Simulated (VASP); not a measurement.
These are LDA (Ceperley-Alder, Perdew-Zunger), VASP's LDA PAW potentials (set 64) (plane waves; VASP 6.6.1) values and carry that method's errors.

Input for VASP

**INCAR**
```
IBRION  =  2   # conjugate gradients
ISIF  =  3   # ions, shape and volume
NSW  =  60   # most ionic steps
LASPH  =  .True.   # aspherical one-centre terms
LWAVE  =  .False.
ALGO  =  Normal
SIGMA  =  0.1
SYSTEM  =  Mg
ISMEAR  =  1   # Methfessel-Paxton
NELM  =  100   # most electronic steps
ENCUT  =  400
EDIFF  =  1E-6   # SCF stop (eV)
PREC  =  Accurate
LCHARG  =  .False.
LREAL  =  .False.
EDIFFG  =  -0.01   # ionic stop
```

### KPOINTS
```
Automatic mesh
0
Gamma
12 12 7
0 0 0
```

**POSCAR**
```
Mg
1.0
  1.6050000000  -2.7799420000   0.0000000000
  1.6050000000   2.7799420000   0.0000000000
  0.0000000000   0.0000000000   5.2100000000
Mg
2
Cart
  1.6050000000   0.9266491866   1.3025000000
  1.6050000000  -0.9266491866   3.9075000000
```

POTCAR, in this order: Mg (LDA.64 set). Program: vasp_std.

Problem. What will the output report for the number of irreducible k-points (NKPTS), number of bands (NBANDS), largest plane-wave count, number of space-group operations, FFT grid (NGX, NGY, NGZ)?

Solution. 
number of irreducible k-points (NKPTS): 76
number of bands (NBANDS): 6
largest plane-wave count: 860
number of space-group operations: 24
FFT grid (NGX, NGY, NGZ): 24 × 24 × 36

The compound is Mg in the hcp structure. This run relaxes it. Symmetry was kept, so distortions that lower it aren't found.
